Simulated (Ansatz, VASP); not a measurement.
# CoH3 in two plane-wave programs

Aim: how closely do two programs agree when they are given the same cell, functional and k mesh? The cell is taken from a series of runs on this material, whose earlier steps may have relaxed, scaled, displaced or heated it; both programs get it as it stands.

Program: Ansatz 0.2.0. Level of theory: plane waves, with VASP 6.6.1 beside it; single point at PBE. Results are calculated unless marked as measured.

## (1) The starting structure

The structure is cubic, space group Pm-3m (No. 221). Conventional cell: a = 2.611 Å, b = 2.611 Å, c = 2.611 Å, α = 90.00°, β = 90.00°, γ = 90.00°. Nearest to Co lie 12 H at 1.85 Å. Nearest to H lie 4 Co at 1.85 Å and 8 H at 1.85 Å. Farther neighbours are not listed.

## (2) VASP: single point, PBE, pair 1

With cell and atoms fixed, the geometry can't cause a difference; cores, projectors, grids and the points listed under the comparison can.

Lines of VASP's logs that name or quote its potential files are left out, and so is its time.

The input, INCAR:

```
SYSTEM = CoH3
PREC = Accurate
ENCUT = 600
EDIFF = 1E-06
NELM = 120
ISMEAR = 0
SIGMA = 0.1
LREAL = .FALSE.
ALGO = Normal
GGA = PE
NBANDS = 12
LASPH = .TRUE.
LORBIT = 11
LWAVE = .FALSE.
LCHARG = .FALSE.
ISIF = 2
GGA_COMPAT = .FALSE.
```

The input, POSCAR:

```
CoH3
1.0
    2.6113350000      0.0000000000      0.0000000000
    0.0000000000      2.6113350000      0.0000000000
    0.0000000000      0.0000000000      2.6113350000
Co H
1 3
Direct
    0.0000000000      0.0000000000      0.0000000000
    0.0000000000      0.5000000000      0.5000000000
    0.5000000000      0.0000000000      0.5000000000
    0.5000000000      0.5000000000      0.0000000000
```

The input, KPOINTS:

```
Automatic mesh
0
Gamma
8 8 8
0 0 0
```

PAW data sets: Co and H (PBE family, release 64).

Run with:

```
$ mpirun -np 1 vasp_std
```

Numbers of over 12 decimals in the logs are rounded to 6 here.

Log:

```text
[banner, memory and clock lines left out]
running    1 mpi-ranks, on    1 nodes
 distrk:  each k-point on    1 cores,    1 groups
 distr:  one band on    1 cores,    1 groups

 POSCAR found type information on POSCAR CoH
 POSCAR found :  2 types and       4 ions
 LDA part: xc-table for (Slater+PW92), standard interpolation
 POSCAR, INCAR and KPOINTS ok, starting setup
 FFT: planning ... GRIDC
 FFT: planning ... GRID_SOFT
 FFT: planning ... GRID
 WAVECAR not read
 entering main loop
       N       E                     dE             d eps       ncg     rms          rms(c)
DAV:   1     0.411228798252E+02    0.41123E+02   -0.61401E+03   848   0.130E+03
DAV:   2    -0.160638495315E+02   -0.57187E+02   -0.53298E+02   884   0.212E+02
DAV:   3    -0.180008768106E+02   -0.19370E+01   -0.19227E+01   968   0.453E+01
DAV:   4    -0.180201036165E+02   -0.19227E-01   -0.19220E-01   944   0.409E+00
DAV:   5    -0.180206088426E+02   -0.50523E-03   -0.50520E-03  1004   0.696E-01    0.146E+01
DAV:   6    -0.180596012133E+02   -0.38992E-01   -0.41880E+01   952   0.872E+01    0.107E+01
DAV:   7    -0.162224326356E+02    0.18372E+01   -0.16147E+01   976   0.530E+01    0.299E+00
DAV:   8    -0.161908657983E+02    0.31567E-01   -0.17494E-01  1056   0.461E+00    0.785E-01
DAV:   9    -0.161897852510E+02    0.10805E-02   -0.88157E-03  1028   0.771E-01    0.210E-01
DAV:  10    -0.161897116601E+02    0.73591E-04   -0.34761E-04  1048   0.186E-01    0.103E-01
DAV:  11    -0.161896805903E+02    0.31070E-04   -0.39189E-05   936   0.709E-02    0.792E-03
DAV:  12    -0.161896802529E+02    0.33736E-06   -0.23868E-06   672   0.182E-02
   1 F= -.16189680E+02 E0= -.16186217E+02  d E =-.692667E-02
```

Parts of OUTCAR (step 2):

```text
ion  position               nearest neighbor table
   1  0.000  0.000  0.000-   2 1.85   3 1.85   4 1.85   2 1.85   3 1.85   2 1.85   4 1.85   2 1.85
                             3 1.85   4 1.85   3 1.85   4 1.85
   2  0.000  0.500  0.500-   1 1.85   1 1.85   1 1.85   1 1.85
   3  0.500  0.000  0.500-   1 1.85   1 1.85   1 1.85   1 1.85
   4  0.500  0.500  0.000-   1 1.85   1 1.85   1 1.85   1 1.85

  LATTYP: Found a simple cubic cell.
 ALAT       =     2.6113350000

 Subroutine GETGRP returns: Found 48 space group operations
 (whereof 48 operations were pure point group operations)

The static configuration has the point symmetry O_h .

 Found     35 irreducible k-points:

   k-points           NKPTS =     35   k-points in BZ     NKDIM =     35   number of bands    NBANDS=     12

   dimension x,y,z NGX =    24 NGY =   24 NGZ =   24
   dimension x,y,z NGXF=    48 NGYF=   48 NGZF=   48

   ENCUT  =  600.0 eV  44.10 Ry    6.64 a.u.   5.22  5.22  5.22*2*pi/ulx,y,z

   NELECT =      12.0000    total number of electrons

 k-points in reciprocal lattice and weights: Automatic mesh
   0.00000000  0.00000000  0.00000000       0.002
   0.12500000  0.00000000  0.00000000       0.012
   0.25000000  0.00000000  0.00000000       0.012
   0.37500000  0.00000000  0.00000000       0.012
   0.50000000  0.00000000  0.00000000       0.006
   0.12500000  0.12500000  0.00000000       0.023
   0.25000000  0.12500000  0.00000000       0.047
   0.37500000  0.12500000  0.00000000       0.047
   0.50000000  0.12500000  0.00000000       0.023
[...]
0.50000000  0.50000000  0.37500000       0.012
   0.50000000  0.50000000  0.50000000       0.002

 average (electrostatic) potential at core
       1 -80.5972       2 -29.8670       3 -29.8670       4 -29.8670

 E-fermi :   8.3148

 k-point     1 :       0.0000    0.0000    0.0000
  band No.  band energies     occupation
    ...
      2       3.6204      2.00000
      3       3.6204      2.00000
      4       7.3994      2.00000
      5       7.3994      2.00000
      6       7.3994      2.00000
      7      14.1581      0.00000
      8      14.1581      0.00000
      9      18.6921      0.00000
     10      18.6921      0.00000
     11      18.6921      0.00000
    ...

 k-point     2 :       0.1250    0.0000    0.0000
  band No.  band energies     occupation
    ...
      2       3.5336      2.00000
      3       3.7928      2.00000
      4       7.2298      2.00000
      5       7.2298      2.00000
      6       7.4114      2.00000
      7      12.3988      0.00000
      8      13.8719      0.00000
      9      19.2140      0.00000
     10      19.2140      0.00000
     11      19.4816      0.00000
    ...

 k-point     3 :       0.2500    0.0000    0.0000
  band No.  band energies     occupation
    ...
      2       2.9475      2.00000
      3       4.2545      2.00000
      4       6.8514      2.00000
      5       6.8514      2.00000
      6       7.4404      2.00000
      7      10.0335      0.00000
      8      13.1232      0.00000
      9      20.5578      0.00000
     10      20.6565      0.00000
     11      20.6565      0.00000
    ...

  Total        0.0035241      0.0035241      0.0035241     -0.0000000     -0.0000000      0.0000000
  in kB        0.3170819      0.3170819      0.3170819     -0.0000000     -0.0000000      0.0000000
  external PRESSURE =       0.3170819 kB  Pullay stress =       0.0000000 kB

  energy-cutoff  :      600.00
  volume of cell :       17.81
      direct lattice vectors                 reciprocal lattice vectors
     2.611335000  0.000000000  0.000000000     0.382945888  0.000000000  0.000000000
     0.000000000  2.611335000  0.000000000     0.000000000  0.382945888  0.000000000
     0.000000000  0.000000000  2.611335000     0.000000000  0.000000000  0.382945888

 POSITION                                       TOTAL-FORCE (eV/Angst)
 -----------------------------------------------------------------------------------
      0.00000      0.00000      0.00000         0.000000      0.000000      0.000000
      0.00000      1.30567      1.30567         0.000000      0.000000      0.000000
      1.30567      0.00000      1.30567         0.000000      0.000000      0.000000
      1.30567      1.30567      0.00000         0.000000      0.000000      0.000000
 -----------------------------------------------------------------------------------
    total drift:                               -0.000000      0.000000      0.000000

  FREE ENERGIE OF THE ION-ELECTRON SYSTEM (eV)
  ---------------------------------------------------
  free  energy   TOTEN  =       -16.1896802529 eV

  energy  without entropy=      -16.1827535791  energy(sigma->0) =      -16.18621692

 total charge
# of ion       s       p       d       tot
------------------------------------------
    1        0.405   0.593   7.522   8.520
    2        0.476   0.030   0.000   0.506
    3        0.476   0.030   0.000   0.506
    4        0.476   0.030   0.000   0.506
--------------------------------------------------
tot          1.833   0.684   7.522  10.040

[... 3 further parts left out ...]
```

The run ends at a pressure of 0.03 GPa.

## (3) Ansatz: single point, PBE, pair 1

Ansatz runs on norm-conserving files, of PseudoDojo where its log says so.

The same cell, functional, mesh and smearing now go to Ansatz, which takes its cutoff from its data sets.

The input, input.yaml:

```yaml
crystal:
  lattice:
    - [2.611335, 0.0, 0.0]
    - [0.0, 2.611335, 0.0]
    - [0.0, 0.0, 2.611335]
  atoms:
    - { symbol: Co, position: [0.0, 0.0, 0.0] }
    - { symbol: H, position: [0.0, 0.5, 0.5] }
    - { symbol: H, position: [0.5, 0.0, 0.5] }
    - { symbol: H, position: [0.5, 0.5, 0.0] }
kpoints:
  mp_grid: { grid: [8, 8, 8] }
hamiltonian:
  xc: pbe
  pseudopotentials: { kind: nc }
scf:
  occupations: { method: gaussian, width: 0.1 }
output:
  forces: true
  stress: true
  eigenvalues: true
```

Run with:

```
$ ansatz run input.yaml --threads 4 --pin off --max-ram 7168MiB --backend cpu --events-out ev --progress --plain --runs-dir out
```

Log:

```text
Engine: ansatz 0.2.0, aarch64-unknown-linux-gnu
Pseudopotentials: kind: nc
Pseudopotential: Co, nc, valence charge 17, recommended cutoff 1306.14654 eV (normal), Co.nc.azcp (PseudoDojo's, or run here from an input of PseudoDojo's: the run reads no file of this project's for it)
Pseudopotential: H, nc, valence charge 1, recommended cutoff 979.609905 eV (normal), H.nc.azcp
Functional definition: PBE
  parameter kappa = 0.804
  parameter beta = 0.066725
  exchange = pbe_x(kappa = kappa, mu = beta*pi^2/3)
  correlation = pbe_c(beta = beta)
Crystal: 4 atoms, lattice volume = 17.807 Å³
Basis set: ecut = 1306.14654 eV, 1935 PW (Γ), exchange–correlation on 64×64×64 points (8 copies of the dense FFT grid, shifted against one another)
Bands: 14, of which v1, the nominal top of the filled ones, is band 10 counted from 1 (9 counted from 0)
Symmetry: 48 space group operations
Space group: Pm-3m (ITA 221), of the structure as read, at distance tolerance 2.6e-5 Å
k-points: 35 of 512
Non-local potential: Co, projectors of the file, l = 0: 2, l = 1: 2, l = 2: 2
Non-local potential: H, projectors of the file, l = 0: 2, l = 1: 1
Initial density: superposition of atomic densities (chi_scale 0.1, normalization cell, long waves kept (reshape's long-wave potential 0.00 eV rms))
Initial wavefunctions: pseudopotential atomic-orbital guess
Functional: x = pbe(κ = 0.804, μ = 0.219515), c = pbe(β = 0.066725)
SCF iter   1: F=—  HF=-4210.972388 eV  |F-HF|=—  |Δ(HF+E_count)|=         —  Δρ=8.56e-2  dr2=2.98e-1  ethr=3.10e-3  ⟨swp⟩=5.8  Hψ=2467  notcnv=0
preconditioner: auto → none  [metal: Δε(μ)=0.060 eV  Ē_g=10.488 eV  σ=0.100 eV  W_gap=0.33  n_scr=6 (ndim 8)  ℏωp=30.5 eV  f_vac=0.000  D(μ)=1.33/eV (n_scr^D=18)  sad-step TF]
SCF iter   2: F=—  HF=-4210.924890 eV  |F-HF|=—  |Δ(HF+E_count)|=   4.75e-2  Δρ=4.78e-2  dr2=9.90e-2  ethr=1.49e-3  ⟨swp⟩=1.0  Hψ=770  notcnv=0
SCF iter   3: F=—  HF=-4210.971639 eV  |F-HF|=—  |Δ(HF+E_count)|=   4.67e-2  Δρ=5.19e-2  dr2=3.66e-1  ethr=4.95e-4  ⟨swp⟩=2.0  Hψ=972  notcnv=0  defer=1  recentre
SCF iter   4: F=—  HF=-4210.908268 eV  |F-HF|=—  |Δ(HF+E_count)|=   6.34e-2  Δρ=7.83e-3  dr2=4.70e-3  ethr=4.95e-4  ⟨swp⟩=2.7  Hψ=1137  notcnv=0  defer=3
SCF iter   5: F=—  HF=-4210.908189 eV  |F-HF|=—  |Δ(HF+E_count)|=   7.90e-5  Δρ=2.92e-4  dr2=7.39e-6  ethr=2.35e-5  ⟨swp⟩=2.0  Hψ=698  notcnv=0  defer=3
SCF iter   6: F=—  HF=-4210.908185 eV  |F-HF|=—  |Δ(HF+E_count)|=   3.35e-6  Δρ=6.27e-5  dr2=2.05e-7  ethr=3.69e-8  ⟨swp⟩=2.1  Hψ=789  notcnv=0  defer=3
SCF iter   7: F=-4210.908186 eV  HF=-4210.908186 eV  |F-HF|=2.11e-9  |Δ(HF+E_count)|=   4.01e-7  Δρ=8.02e-6  dr2=4.34e-9  ethr=5.00e-10  ⟨swp⟩=7.0  Hψ=2509  notcnv=0
SCF 1 converged in 7 iterations: F = -4210.908186 eV  dr2 = 4.34e-9
SCF converged after 7 iterations
Free energy (F): -4210.908186 eV
Harris-Foulkes:  -4210.908186 eV  (|F-HF|=2.11e-9)
Internal energy: -4210.901293 eV  (E = F + TS)
E sigma→0 (E₀):  -4210.904739 eV
Entropy (-TS):   -0.006893 eV (-1.723 meV/atom)
Fermi energy:    14.155058 eV
--- Per-component energies (eV) ---
  E_band       = -309.057639
  E_kinetic    = 1893.343576
  E_local      = -3595.658804  (includes V_loc(G=0)·N_el)
  E_nonlocal   = -520.514329
  E_hartree    = 1262.271740
  E_xc         = -792.617847
  E_vxc        = -610.775668  (∫ρ·V_xc dr)
  E_ewald      = -2457.725628
  E_smearing   = -0.006893  (= −TS)
  E_closure    = 0.000000  (closes the sum)
  Σ components = -4210.908186   (vs F -4210.908186, Δ=0.00e0)
--- Forces (eV/Å), atoms counted from 1 ---
  atom   1  Co    -0.00000000     0.00000000    -0.00000000
  atom   2  H      0.00000000    -0.00000000     0.00000000
  atom   3  H      0.00000000    -0.00000000     0.00000000
  atom   4  H      0.00000000     0.00000000     0.00000000
  max |Σ_I F_I| component: 7.52e-31 eV/Å
--- Stress (GPa, compression-positive) ---
        0.410494       0.000000       0.000000
        0.000000       0.410494       0.000000
        0.000000       0.000000       0.410494
  P = ⅓ Tr σ = 0.4105 GPa (4.105 kbar)
--- Band table (eV; the first three rows and the last of 35) ---
  k-point 0: bands = [... 6 lower, 9.4294, 13.2722, 13.2722, 13.2722, 19.9840, 19.9840, 24.4892, 24.4892]
  k-point 1: bands = [... 6 lower, 9.6023, 13.1004, 13.1004, 13.2843, 18.2213, 19.6952, 25.0122, 25.0122]
  k-point 2: bands = [... 6 lower, 10.0651, 12.7178, 12.7178, 13.3136, 15.8577, 18.9400, 26.3595, 26.4552]
  k-point 34: bands = [... 6 lower, 7.7788, 13.8806, 13.8806, 18.3451, 18.3451, 18.3451, 19.1405, 19.1405]
```

The run ends at a pressure of 0.41 GPa.

## (4) Differences

Known differences besides the potentials themselves: the data sets hold 20 valence electrons in Ansatz (on norm-conserving files, of PseudoDojo where its log says so) and 12 in VASP; the cutoff is 1306.15 eV in Ansatz and 600 eV in VASP. Total energies have different zeros and are not compared.

The two programs side by side:

| quantity | Ansatz | VASP | difference |
| --- | --- | --- | --- |
| pressure (GPa) | 0.41 | 0.03 | +0.38 |

## (5) VASP: single point, PBE, pair 2

With cell and atoms fixed, the geometry can't cause a difference; cores, projectors, grids and the points listed under the comparison can.

Changes to INCAR since step 2:

```diff
@@ -5,4 +5,4 @@
 NELM = 120
-ISMEAR = 0
-SIGMA = 0.1
+ISMEAR = 1
+SIGMA = 0.2
 LREAL = .FALSE.
```

The input, POSCAR:

```
CoH3
1.0
    2.6121745813      0.0000000000      0.0000000000
    0.0000000000      2.6121745813      0.0000000000
    0.0000000000      0.0000000000      2.6121745813
Co H
1 3
Direct
    0.0000000000      0.0036129239      0.0000000000
    0.0000000000      0.4157789829      0.5000000000
    0.5000000000      0.9572107410      0.5000000000
    0.5000000000      0.4157789829      0.0000000000
```

The input, KPOINTS:

```
Automatic mesh
0
Gamma
16 16 16
0 0 0
```

Run with:

```
$ mpirun -np 1 vasp_std
```

Log:

```text
[... set-up lines as in an earlier step ...]
 entering main loop
       N       E                     dE             d eps       ncg     rms          rms(c)
DAV:   1     0.419725240683E+02    0.41973E+02   -0.61751E+03  9776   0.129E+03
DAV:   2    -0.160652829965E+02   -0.58038E+02   -0.53793E+02 10168   0.212E+02
DAV:   3    -0.180573860541E+02   -0.19921E+01   -0.19785E+01 11384   0.462E+01
DAV:   4    -0.180789099982E+02   -0.21524E-01   -0.21515E-01 11180   0.426E+00
[...]
DAV:  11    -0.161967977744E+02    0.89399E-07   -0.12431E-04 11196   0.157E-01    0.210E-02
DAV:  12    -0.161967952968E+02    0.24776E-05   -0.86509E-06 10704   0.304E-02    0.261E-03
DAV:  13    -0.161967949054E+02    0.39130E-06   -0.43886E-07  5640   0.970E-03
   1 F= -.16196795E+02 E0= -.16197211E+02  d E =0.124790E-02
```

OUTCAR, selected parts (step 5):

```text
  Total        0.2249633      0.9735729      0.2249633      0.0000000      0.0000000      0.0000000
  in kB       20.2216032     87.5129757     20.2216032      0.0000000      0.0000000      0.0000000
  external PRESSURE =      42.6520607 kB  Pullay stress =       0.0000000 kB

 POSITION                                       TOTAL-FORCE (eV/Angst)
 -----------------------------------------------------------------------------------
      0.00000      0.00944      0.00000         0.000000     -0.187725     -0.000000
      0.00000      1.08609      1.30609        -0.000000      0.108742      0.000000
      1.30609      2.50040      1.30609        -0.000000     -0.029758      0.000000
      1.30609      1.08609      0.00000        -0.000000      0.108742      0.000000
 -----------------------------------------------------------------------------------
    total drift:                                0.000000     -0.000171      0.000002

  FREE ENERGIE OF THE ION-ELECTRON SYSTEM (eV)
  ---------------------------------------------------
  free  energy   TOTEN  =       -16.1967949054 eV

  energy  without entropy=      -16.1980428080  energy(sigma->0) =      -16.19721087

[... 3 further parts left out ...]
[key lines of the parts left out:]
E-fermi :   8.2299
```

The run ends at a pressure of 4.27 GPa, with forces up to 0.19 eV/Å.

## (6) Ansatz: single point, PBE, pair 2

The same cell, functional, mesh and smearing now go to Ansatz, which takes its cutoff from its data sets.

The cell is taken from a series of runs on this material, whose earlier steps may have relaxed, scaled, displaced or heated it; both programs get it as it stands.

The input, input.yaml:

```yaml
crystal:
  lattice:
    - [2.6121745813, 0.0, 0.0]
    - [0.0, 2.6121745813, 0.0]
    - [0.0, 0.0, 2.6121745813]
  atoms:
    - { symbol: Co, position: [0.0, 0.0036129239, 0.0] }
    - { symbol: H, position: [0.0, 0.4157789829, 0.5] }
    - { symbol: H, position: [0.5, -0.042789259, 0.5] }
    - { symbol: H, position: [0.5, 0.4157789829, 0.0] }
kpoints:
  mp_grid: { grid: [16, 16, 16] }
hamiltonian:
  xc: pbe
  pseudopotentials: { kind: nc }
scf:
  occupations: { method: methfessel_paxton, width: 0.2 }
output:
  forces: true
  stress: true
  eigenvalues: true
```

Run with:

```
$ ansatz run input.yaml --threads 4 --pin off --max-ram 7168MiB --backend cpu --events-out ev --progress --plain --runs-dir out
```

Log:

```text
[...]
Crystal: 4 atoms, lattice volume = 17.824 Å³
Basis set: ecut = 1306.14654 eV, 1935 PW (Γ), exchange–correlation on 64×64×64 points (8 copies of the dense FFT grid, shifted against one another)
Bands: 14, of which v1, the nominal top of the filled ones, is band 10 counted from 1 (9 counted from 0)
Symmetry: 8 space group operations
[...]
--- Band table (eV; the first three rows and the last of 405) ---
  k-point 0: bands = [... 6 lower, 9.5040, 13.1471, 13.1471, 13.1517, 19.3207, 20.1890, 24.5016, 24.5016]
  k-point 1: bands = [... 6 lower, 9.5325, 13.0936, 13.1056, 13.1509, 19.1342, 19.8130, 24.3646, 24.6354]
  k-point 2: bands = [... 6 lower, 9.6259, 12.9459, 12.9796, 13.1601, 18.1893, 19.4788, 24.4748, 25.0270]
  k-point 404: bands = [... 6 lower, 7.7091, 13.7220, 13.8003, 17.2592, 17.2592, 18.0194, 19.3057, 20.1778]
[key lines of the parts left out:]
SCF converged after 7 iterations
Free energy (F): -4210.916895 eV
Fermi energy:    14.058777 eV
P = ⅓ Tr σ = 4.3843 GPa (43.843 kbar)
```

The run ends at a pressure of 4.38 GPa, with forces up to 0.17 eV/Å.

## (7) Comparison

What differs besides the data sets and the points named for the pairs above, as far as they apply: the data sets hold 20 valence electrons in Ansatz (on norm-conserving files, of PseudoDojo where its log says so) and 12 in VASP. Total energies have different zeros and are not compared.

Compared:

| quantity | Ansatz | VASP | difference |
| --- | --- | --- | --- |
| pressure (GPa) | 4.38 | 4.27 | +0.12 |

Forces (eV/Å; atoms numbered as in POSCAR):

| atom | Ansatz x, y, z | VASP x, y, z |
| --- | --- | --- |
| Co1 | 0.000, -0.170, 0.000 | 0.000, -0.188, 0.000 |
| H2 | 0.000, 0.101, 0.000 | 0.000, 0.109, 0.000 |
| H3 | 0.000, -0.033, 0.000 | 0.000, -0.030, 0.000 |
| H4 | 0.000, 0.101, 0.000 | 0.000, 0.109, 0.000 |

The forces differ by 5.9 meV/Å r.m.s., which is 8.4 % of the r.m.s. force of 0.071 eV/Å (both taken over all components).

(Part 1 of 2 ends here.)

[Lines on the potential files, build, host, timing and source positions are cut from VASP's logs without a mark.]

[Logs are printed without paths, hosts, clocks, repeated set-up lines and the standing remarks that a program may print on its own settings, such as how far it seeks lower states.]

[Hosts, paths, dates, database ids (printed as entryN), source tags and the programs' standing remarks are cut or masked in the printed files.]
